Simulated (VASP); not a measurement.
An input for Quantum ESPRESSO's pw.x (written as the equivalent of a VASP run, and not itself run):

```
&CONTROL
  calculation = 'scf'
  pseudo_dir = './pseudo'
  outdir = './out'
  tprnfor = .true.
  tstress = .true.
/
&SYSTEM
  ibrav = 0
  nat = 2
  ntyp = 2
  ecutwfc = 58
  occupations = 'smearing'
  smearing = 'gaussian'
  degauss = 0.003675
  input_dft = 'vdw-df-ob86'
/
&ELECTRONS
  conv_thr = 7.3e-09
  electron_maxstep = 100
/
ATOMIC_SPECIES
  Rb 85.468 Rb.upf
  Cl 35.450 Cl.upf
CELL_PARAMETERS angstrom
     0.0000000    3.2743965    3.2743965
     3.2743965    0.0000000    3.2743965
     3.2743965    3.2743965    0.0000000
ATOMIC_POSITIONS crystal
  Rb   0.0000000  0.0000000  0.0000000
  Cl   0.5000000  0.5000000  0.5000000
K_POINTS automatic
  7 7 7 0 0 0
```

Question: Write the VASP files for the same calculation (optB86b-vdW).

Answer: This is not unique; one that fits is 
**KPOINTS**
```
Automatic mesh
0
Gamma
7 7 7
0 0 0
```

### POSCAR
```
RbCl
1
    0.0000000000     3.2743964513     3.2743964513
    3.2743964513     0.0000000000     3.2743964513
    3.2743964513     3.2743964513     0.0000000000
Rb Cl
1 1
Direct
  0.0000000000   0.0000000000   0.0000000000
  0.5000000000   0.5000000000   0.5000000000
```

INCAR:
```
# general
SYSTEM  =RbCl
PREC    =Accurate
ENCUT   =520
LREAL   =.False.
LASPH   =.True.

# electronic loop
EDIFF   =1E-7
NELM    =100
ALGO    =Normal
LMAXMIX =4

# smearing
ISMEAR  =0
SIGMA   =0.05

# functional
GGA     =MK
LUSE_VDW=.True.
AGGAC   =0.0
PARAM1  =0.1234
PARAM2  =1.0

# ions
ISIF    =2

# output
LWAVE   =.False.
LCHARG  =.False.
```

POTCAR, in this order: Rb_sv Cl (PBE.64 set). Program: vasp_std.

What does not carry over: the potentials are each code's own (VASP's PAW set, PseudoDojo norm-conserving files in pw.x), so ENCUT and ecutwfc are chosen apart and not converted; conv_thr bounds pw.x's estimated SCF error, while EDIFF bounds the energy change between steps.

The compound is RbCl in the rock salt structure. It was relaxed first.
